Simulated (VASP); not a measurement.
An input for Ansatz (written as the equivalent of a VASP run, and not itself run):

Ansatz 0.2 input:
```yaml
crystal:
  lattice:
    - [0.0000000, 3.8757680, 3.8757680]
    - [3.8757680, 0.0000000, 3.8757680]
    - [3.8757680, 3.8757680, 0.0000000]
  atoms:
    - { symbol: Mo, position: [0.1339220, 0.1350120, 0.1195170] }
    - { symbol: Mo, position: [0.6363200, 0.1209640, 0.1246180] }
    - { symbol: Mo, position: [0.1249300, 0.6140530, 0.1347960] }
    - { symbol: Mo, position: [0.1170400, 0.1233860, 0.6224670] }
    - { symbol: Rh, position: [0.7507510, 0.7394130, 0.7557570] }
    - { symbol: Rh, position: [0.4870370, 0.5171720, 0.4928460] }
kpoints:
  mp_grid: { grid: [5, 5, 5] }
hamiltonian:
  xc: pbe
  pseudopotentials: { kind: paw }
scf:
  occupations: { method: gaussian, width: 0.1 }
  max_iter: 100
output: { forces: true, stress: true, eigenvalues: true }
```

Q: Translate this input to VASP (INCAR, KPOINTS, POSCAR, choice of POTCAR).

A: Several could match; the one computed here: 
**POSCAR**
```
Mo2Rh
1
    0.0000000000     3.8757680000     3.8757680000
    3.8757680000     0.0000000000     3.8757680000
    3.8757680000     3.8757680000     0.0000000000
Mo Rh
4 2
Direct
  0.1339220000   0.1350120000   0.1195170000
  0.6363200000   0.1209640000   0.1246180000
  0.1249300000   0.6140530000   0.1347960000
  0.1170400000   0.1233860000   0.6224670000
  0.7507510000   0.7394130000   0.7557570000
  0.4870370000   0.5171720000   0.4928460000
```

File KPOINTS:
```
Automatic mesh
0
Gamma
5 5 5
0 0 0
```

### INCAR
```
! general
SYSTEM  = Mo2Rh
PREC    = Accurate
ENCUT   = 300
LREAL   = .False.
LASPH   = .True.

! electronic loop
EDIFF   = 1E-6
NELM    = 100
ALGO    = Normal
LMAXMIX = 4

! smearing
ISMEAR  = 0
SIGMA   = 0.1

! functional
GGA     = PE

! ions
ISIF    = 2

! output
LWAVE   = .False.
LCHARG  = .False.
```

POTCAR, in this order: Mo_sv Rh_pv (PBE.64 set). Program: vasp_std.

Limits of the translation: each code has its own PAW files, so the cut-off isn't converted (ENCUT is set for VASP's; basis.ecutwfc is left out, and Ansatz then takes the one that its files recommend); Ansatz stops its SCF on the density residual and VASP on the energy change (EDIFF).

The structure was generated: Mo2Rh was put into an ordered model structure, which need not be its known phase. The cell was not relaxed at this level, atoms are displaced from their ideal sites.
